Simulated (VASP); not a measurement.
VASP runs on Cd (space group P6_3/mmc) share one base input (PBE GGA, plane waves, VASP's PBE PAW potentials (set 64)) and change the settings named in each case.

File KPOINTS:
```
kpoints
0
G
  15 15 7
0 0 0
```

File POSCAR:
```
Cd
1
    1.4900000000    -2.5807560000     0.0000000000
    1.4900000000     2.5807560000     0.0000000000
    0.0000000000     0.0000000000     5.6200000000
Cd
2
Direct
  0.3333330000   0.6666670000   0.2500000000
  0.6666670000   0.3333330000   0.7500000000
```

**INCAR**
```
# general
SYSTEM   =  Cd
PREC     =  Accurate
ENCUT    =  300
LREAL    =  .FALSE.
LASPH    =  .TRUE.

# electronic loop
EDIFF    =  1E-6
NELM     =  100
ALGO     =  Normal
LMAXMIX  =  4

# smearing
ISMEAR   =  -1
SIGMA    =  0.136

# functional
GGA      =  PE

# ions
ISIF     =  2

# output
LWAVE    =  .FALSE.
LCHARG   =  .FALSE.
```

POTCAR, in this order: Cd (PBE.64 set). Program: vasp_std.

```tsv
change	E(σ→0) (eV/atom)	pressure (GPa)	−TS (eV)
base run	-0.7379	3.21	-0.0297
GGA = PS	-1.2034	?	-0.0296
GGA_COMPAT = .FALSE., LNONCOLLINEAR = .TRUE., LSORBIT = .TRUE., MAGMOM = 0.0 0.0 0.0 0.0 0.0 0.0, program vasp_ncl	-0.7672	?	-0.0296
KPOINTS 6×6×3 Γ-centred mesh	-0.7346	3.57	-0.0506
```

Task: Complete the blanks.

Result: 
- GGA = PS, pressure (GPa): -1.24
- GGA_COMPAT = .FALSE., LNONCOLLINEAR = .TRUE., LSORBIT = .TRUE., MAGMOM = 0.0 0.0 0.0 0.0 0.0 0.0, program vasp_ncl, pressure (GPa): 3.08

Energies of different potentials or functionals have different zeros.  At 300 eV the pressure can carry a Pulay error.

Left out are runs that ran out of time, are held back, or changed the cell or the kind of run, fixed moments of cells without a moment, rows past the twelfth, gaps on odd meshes, pressures of charged cells and columns that move by less than the noise.

The structure is a typed Cd crystal. The cell was not relaxed at this level.
